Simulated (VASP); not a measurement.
Calculation: vdW-DF-cx, VASP's PBE PAW potentials (set 64) (plane waves; VASP).

VASP ran on this input.

**INCAR**
```
! general
SYSTEM    =  Li
PREC      =  Accurate
ENCUT     =  520
LREAL     =  .FALSE.
LASPH     =  .TRUE.

! electronic loop
EDIFF     =  1E-6
NELM      =  100
ALGO      =  Normal

! smearing
ISMEAR    =  1
SIGMA     =  0.1

! functional
GGA       =  CX
LUSE_VDW  =  .TRUE.
AGGAC     =  0.0

! ions
IBRION    =  2
NSW       =  60
ISIF      =  3
EDIFFG    =  -0.01

! output
LWAVE     =  .FALSE.
LCHARG    =  .FALSE.
```

### POSCAR
```
Li
1
   -1.7450000000     1.7450000000     1.7450000000
    1.7450000000    -1.7450000000     1.7450000000
    1.7450000000     1.7450000000    -1.7450000000
Li
1
Direct
  0.0000000000   0.0000000000   0.0000000000
```

KPOINTS:
```
Automatic mesh
0
Gamma
13 13 13
0 0 0
```

POTCAR, in this order: Li_sv (PBE.64 set). Program: vasp_std.

Q: Estimate the energy per atom (σ→0), volume per atom, band gap (on the k-mesh).

A: 
```yaml
energy per atom (σ→0): -1.010 eV/atom
band gap (on the k-mesh): none (metal, semimetal or under 0.01 eV)
volume_per_atom: 21.04 Å³/atom
```

OSZICAR:
```
...
DAV:   1    -0.101004279712E+01   -0.17401E-03   -0.36857E-03  1245   0.624E-01    0.129E-01
DAV:   2    -0.100997840420E+01    0.64393E-04   -0.42100E-04   970   0.180E-01    0.835E-02
DAV:   3    -0.100993110494E+01    0.47299E-04   -0.17318E-04  1535   0.107E-01    0.235E-02
DAV:   4    -0.100993247709E+01   -0.13721E-05   -0.95622E-06  1380   0.301E-02    0.333E-03
DAV:   5    -0.100993569705E+01   -0.32200E-05   -0.55301E-07   550   0.867E-03    0.155E-03
DAV:   6    -0.100993733214E+01   -0.16351E-05   -0.12417E-07   435   0.470E-03    0.145E-04
DAV:   7    -0.100993727625E+01    0.55882E-07   -0.43119E-08   425   0.260E-03
   3 F= -.10099373E+01 E0= -.10099328E+01  d E =-.121646E-03
```

The compound is Li in the bcc structure. This run relaxes it. Symmetry was kept, so distortions that lower it aren't found.
